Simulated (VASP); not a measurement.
Here is the system:

```xyz
2
Lattice="0.0000 2.1948 2.1948 2.1948 0.0000 2.1948 2.1948 2.1948 0.0000" Properties=species:S:1:pos:R:3 pbc="T T T"
Al     0.0000     0.0000     0.0000
N      1.0974     1.0974     1.0974
```

Level of theory: rev-vdW-DF2, VASP's PBE PAW potentials (set 64) (plane waves; VASP). Settings: 520 eV cut-off, Gaussian smearing of 0.050 eV, potentials Al N.

Give the energies of bands 2 to 5 at the high-symmetry points, in eV from the valence-band maximum.

```
band     Γ      X      U      L      W
----  ----  -----  -----  -----  -----
2     0.00  -4.85  -4.21  -5.78  -3.75
3     0.00  -1.76  -3.58  -0.48  -3.38
4     0.00  -1.76  -1.36  -0.48  -2.66
5     4.13   3.34   5.16   7.27   6.03
```

The gap is indirect, 3.34 eV, from the valence maximum at Γ to the conduction minimum at X.

Measured: gap 5.34 eV (computed value off by -2.00 eV), as given by Daiki Deguchi et al., Japanese Journal of Applied Physics (2016), arXiv:1512.06930.

The compound is AlN in the zinc blende structure, a metastable form; wurtzite is the usual one. It was relaxed first.
